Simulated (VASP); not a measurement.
Input:

```xyz
1
Lattice="0.0000 2.0147 2.0147 2.0147 0.0000 2.0147 2.0147 2.0147 0.0000" Properties=species:S:1:pos:R:3 pbc="T T T"
Ag     0.0000     0.0000     0.0000
```

Level of theory: PBE GGA with D3 dispersion (zero damping), VASP's PBE PAW potentials (set 64) (plane waves; VASP). Numerical set-up: 520 eV cut-off, 15×15×15 Γ-centred mesh, first-order Methfessel-Paxton smearing of 0.10 eV, potentials Ag.

Question: Give the stress tensor in GPa (positive for a compressed cell).

Answer: 
```
3.59  0.00  0.00
0.00  3.59  0.00
0.00  0.00  3.59
```
The pressure is its mean diagonal, 3.59 GPa.

The compound is Ag in the fcc structure. This cell is one point of a volume scan, at 0.97 of the reference volume.
